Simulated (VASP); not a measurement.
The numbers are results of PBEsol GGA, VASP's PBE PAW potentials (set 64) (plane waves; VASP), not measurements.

A VASP calculation is set up with these files.

### INCAR
```
# general
SYSTEM =MoSi2
PREC   =Accurate
ENCUT  =400
LREAL  =.False.
LASPH  =.True.

# electronic loop
EDIFF  =1E-6
NELM   =100
ALGO   =Normal
LMAXMIX=4

# smearing
ISMEAR =1
SIGMA  =0.1

# functional
GGA    =PS

# ions
IBRION =2
NSW    =60
ISIF   =3
EDIFFG =-0.02

# output
LWAVE  =.False.
LCHARG =.False.
```

### KPOINTS
```
K-points
0
gamma
 12 12 12
0 0 0
```

File POSCAR:
```
MoSi2
1.0
 -1.5965546377   1.5965546377   3.9053911873
  1.5965546377  -1.5965546377   3.9053911873
  1.5965546377   1.5965546377  -3.9053911873
Si Mo
2 1
Cart
 -0.0000000000   0.0000000000   5.1926840591
  0.0000000000  -0.0000000000   2.6180983155
  0.0000000000   0.0000000000   0.0000000000
```

POTCAR, in this order: Si Mo_sv (PBE.64 set). Program: vasp_std.

The run wrote:

**OSZICAR**
```
       N       E                     dE             d eps       ncg     rms          rms(c)
DAV:   1     0.977912632921E+02    0.97791E+02   -0.10025E+04  4930   0.114E+03
DAV:   2    -0.237721242594E+02   -0.12156E+03   -0.11991E+03  6108   0.300E+02
DAV:   3    -0.260374396051E+02   -0.22653E+01   -0.22333E+01  6445   0.375E+01
DAV:   4    -0.260473706248E+02   -0.99310E-02   -0.99293E-02  5688   0.291E+00
DAV:   5    -0.260474535113E+02   -0.82887E-04   -0.82884E-04  6528   0.238E-01    0.231E+01
DAV:   6    -0.252505463370E+02    0.79691E+00   -0.72500E+00  5688   0.187E+01    0.508E+00
DAV:   7    -0.251195792791E+02    0.13097E+00   -0.10681E+00  5522   0.665E+00    0.478E+00
DAV:   8    -0.250782895140E+02    0.41290E-01   -0.12840E-01  5898   0.292E+00    0.451E-01
DAV:   9    -0.250772641012E+02    0.10254E-02   -0.23213E-03  5954   0.412E-01    0.242E-01
DAV:  10    -0.250771672705E+02    0.96831E-04   -0.66022E-04  5968   0.245E-01    0.609E-02
DAV:  11    -0.250771552694E+02    0.12001E-04   -0.23076E-04  5800   0.120E-01    0.374E-02
DAV:  12    -0.250771504448E+02    0.48245E-05   -0.29765E-05  5569   0.400E-02    0.712E-03
DAV:  13    -0.250771501254E+02    0.31946E-06   -0.65507E-07  3138   0.690E-03
   1 F= -.25077150E+02 E0= -.25077001E+02  d E =-.250772E+02
       N       E                     dE             d eps       ncg     rms          rms(c)
DAV:   1    -0.250792072037E+02   -0.20568E-02   -0.73111E-02  5233   0.262E+00    0.243E-01
DAV:   2    -0.250777228566E+02    0.14843E-02   -0.24889E-03  6087   0.413E-01    0.115E-01
DAV:   3    -0.250773337426E+02    0.38911E-03   -0.11848E-03  6213   0.278E-01    0.396E-02
DAV:   4    -0.250773327480E+02    0.99457E-06   -0.58869E-05  5240   0.545E-02    0.131E-02
DAV:   5    -0.250773320506E+02    0.69742E-06   -0.35364E-06  5190   0.144E-02
   2 F= -.25077332E+02 E0= -.25077229E+02  d E =-.181925E-03
       N       E                     dE             d eps       ncg     rms          rms(c)
DAV:   1    -0.250776125926E+02   -0.27984E-03   -0.83625E-03  5240   0.886E-01    0.831E-02
DAV:   2    -0.250774416422E+02    0.17095E-03   -0.28621E-04  6073   0.140E-01    0.394E-02
DAV:   3    -0.250773962283E+02    0.45414E-04   -0.13767E-04  6192   0.943E-02    0.123E-02
DAV:   4    -0.250773958060E+02    0.42225E-06   -0.68159E-06  5205   0.178E-02
   3 F= -.25077396E+02 E0= -.25077276E+02  d E =-.245681E-03
```

OUTCAR:
```
------------------------ aborting loop because EDIFF is reached ----------------------------------------
  FORCE on cell =-STRESS in cart. coord.  units (eV):
  Direction    XX          YY          ZZ          XY          YZ          ZX
  --------------------------------------------------------------------------------------
  Total       -0.0001151     -0.0001151     -0.0242823      0.0000000      0.0000000      0.0000000
  in kB       -0.0046314     -0.0046314     -0.9773177      0.0000000      0.0000000      0.0000000
  external PRESSURE =      -0.3288602 kB  Pullay stress =       0.0000000 kB
  volume of cell :       39.81
      direct lattice vectors                 reciprocal lattice vectors
    -1.595024889  1.595024889  3.911744994     0.000000000  0.313474732  0.127820193
     1.595024889 -1.595024889  3.911744994     0.313474732  0.000000000  0.127820193
     1.595024889  1.595024889 -3.911744994     0.313474732  0.313474732  0.000000000
 POSITION                                       TOTAL-FORCE (eV/Angst)
 -----------------------------------------------------------------------------------
      0.00000      0.00000      5.20219         0.000000      0.000000      0.011122
      0.00000      0.00000      2.62130        -0.000000     -0.000000     -0.011122
      0.00000      0.00000      0.00000        -0.000000     -0.000000     -0.000000
 -----------------------------------------------------------------------------------
    total drift:                                0.000000     -0.000000     -0.000000
  FREE ENERGIE OF THE ION-ELECTRON SYSTEM (eV)
  ---------------------------------------------------
  free  energy   TOTEN  =       -25.0773958060 eV

  energy  without entropy=      -25.0770368977  energy(sigma->0) =      -25.07727617

 reached required accuracy - stopping structural energy minimisation
```
(Selected blocks of OUTCAR.)

File CONTCAR:
```
MoSi2
   1.00000000000000
    -1.5950248889519052    1.5950248889519052    3.9117449944398572
     1.5950248889519052   -1.5950248889519052    3.9117449944398572
     1.5950248889519052    1.5950248889519052   -3.9117449944398572
  Si              Mo
     2     1
Direct
     0.6649451924300053    0.6649451924300053    0.0000000000000000
     0.3350548075699947    0.3350548075699947    0.0000000000000000
     0.0000000000000000    0.0000000000000000    0.0000000000000000
```

The compound is MoSi2 in the MoSi2 type structure. This run relaxes it. Symmetry was kept, so distortions that lower it aren't found. The start is the result of an earlier pass.
